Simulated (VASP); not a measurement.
MoI:

```
Mo I
1.0
     0.00000    3.17885    3.17885
     3.17885    0.00000    3.17885
     3.17885    3.17885    0.00000
Mo I
1 1
Direct
  0.00000 0.00000 0.00000
  0.75000 0.75000 0.75000
```

The cell was built by a generator and needn't be a form met in nature.

```yaml
Program: VASP 6.6.1
Task: relaxation of cell and atoms
Functional: LDA
Potentials_or_basis: VASP PAW LDA potentials, release 64 (Mo_sv, I)
Cutoff: 600 eV
k_mesh: 5 × 5 × 5
Occupations: fermi-dirac, width 0.05 eV
Spin: no spin polarisation
```

At the start: pressure -11.4 GPa; volume 32.12 Å³/atom.

Problem. How do energy, volume and symmetry change on relaxing?

Solution. Over 7 steps the energy falls by 244.6 meV/atom and the volume is 26.49 Å³/atom (-17.5 %); space group F-43m (No. 216, to 0.05 Å).

Step by step:
| step | energy change (eV) | largest force (eV/Å) | pressure (GPa) | volume (Å³) |
| --- | --- | --- | --- | --- |
| 1 | 0.0000 | 0.0000 | -11.44 | 64.25 |
| 2 | -0.0219 | 0.0000 | 22.33 | 45.19 |
| 3 | -0.4888 | 0.0000 | -0.49 | 53.27 |
| 4 | -0.4892 | 0.0000 | -0.12 | 53.05 |
| 5 | -0.4891 | 0.0000 | 0.25 | 52.84 |
| 6 | -0.4891 | 0.0000 | -0.24 | 53.14 |
| 7 | -0.4893 | 0.0000 | -0.02 | 52.99 |

Final structure:
```
Mo I
1.0
     0.00000    2.98118    2.98118
     2.98118    0.00000    2.98118
     2.98118    2.98118    0.00000
Mo I
1 1
Direct
  0.00000 0.00000 0.00000
  0.75000 0.75000 0.75000
```

Caveat: the volume moved by over 15 % at a fixed basis, so the end points are rough; an odd number of electrons without spin polarisation forces a metal; a magnetic or distorted state may lie lower.
